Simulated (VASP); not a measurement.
Input for VASP

**KPOINTS**
```
Automatic mesh
0
Gamma
12 12 6
0 0 0
```

**INCAR**
```
! general
SYSTEM  = Lu
PREC    = Accurate
ENCUT   = 480
LREAL   = .FALSE.
LASPH   = .TRUE.   ! aspherical one-centre terms

! electronic loop
EDIFF   = 1E-7   ! SCF stop (eV)
NELM    = 100   ! most electronic steps
ALGO    = Normal   ! blocked Davidson
LMAXMIX = 6   ! l cut-off of mixed one-centre charges

! smearing
ISMEAR  = 1
SIGMA   = 0.1

! functional
GGA     = PS   ! PBEsol

! ions
ISIF    = 2

! output
LWAVE   = .FALSE.
LCHARG  = .FALSE.
```

### POSCAR
```
Lu
1.0
  1.7282631991  -2.9934397532   0.0000000000
  1.7282631991   2.9934397532   0.0000000000
  0.0000000000   0.0000000000   5.3737035039
Lu
2
Cartesian
  1.7282631991   0.9978152467   1.3434258760
  1.7282631991  -0.9978152467   4.0302776279
```

POTCAR, in this order: Lu_3 (PBE.64 set). Program: vasp_std.

Task: Translate this PBEsol calculation to Ansatz.

Result: One equivalent input (not run):
Ansatz 0.2 input:
```yaml
crystal:
  lattice:
    - [1.7282632, -2.9934398, 0.0000000]
    - [1.7282632, 2.9934398, 0.0000000]
    - [0.0000000, 0.0000000, 5.3737035]
  atoms:
    - { symbol: Lu, position: [0.3333330, 0.6666670, 0.2500000] }
    - { symbol: Lu, position: [0.6666670, 0.3333330, 0.7500000] }
kpoints:
  mp_grid: { grid: [12, 12, 6] }
hamiltonian:
  xc: pbesol
  pseudopotentials: { kind: paw }
scf:
  occupations: { method: methfessel_paxton, width: 0.1 }
  max_iter: 100
output: { forces: true, stress: true, eigenvalues: true }
```
Limits of the translation: each code has its own PAW files, so the cut-off isn't converted (ENCUT is set for VASP's; basis.ecutwfc is left out, and Ansatz then takes the one that its files recommend); Ansatz stops its SCF on the density residual and VASP on the energy change (EDIFF).

The compound is Lu in the hcp structure. It was relaxed first, which changed the volume by -6 %.
